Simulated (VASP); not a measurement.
Input:

```xyz
3
Lattice="1.8444 -3.1945 0.0000 1.8444 3.1945 0.0000 0.0000 0.0000 6.5314" Properties=species:S:1:pos:R:3 pbc="T T T"
Zr     0.0000     0.0000     0.0000
S      1.8444     1.0648     1.4471
S      1.8444    -1.0648     5.0843
```

All values below come from PW91 GGA, VASP's PBE PAW potentials (set 64) (plane waves; VASP). Settings: 520 eV cut-off, 8×8×4 Γ-centred mesh, tetrahedra with Blöchl corrections, potentials Zr_sv S.

The cores are frozen, which limits the accuracy of field gradients. Without a dispersion term in the relaxation, distances and binding between the weakly bound layers, chains or molecules are unreliable, and so is what depends on them.

Question: Give the principal components of the electric field gradient (V/Å²) and the asymmetry η at each nucleus.

Answer: 
| atom | Vxx | Vyy | Vzz | η |
|---|---|---|---|---|
| Zr1 | 4.2 | 4.2 | -8.4 | 0.00 |
| S2 | 1.5 | 1.5 | -3.0 | 0.00 |
| S3 | 1.5 | 1.5 | -3.0 | 0.00 |

The compound is ZrS2 in the 1T layered structure. It was relaxed first, which changed the volume by +14 %.
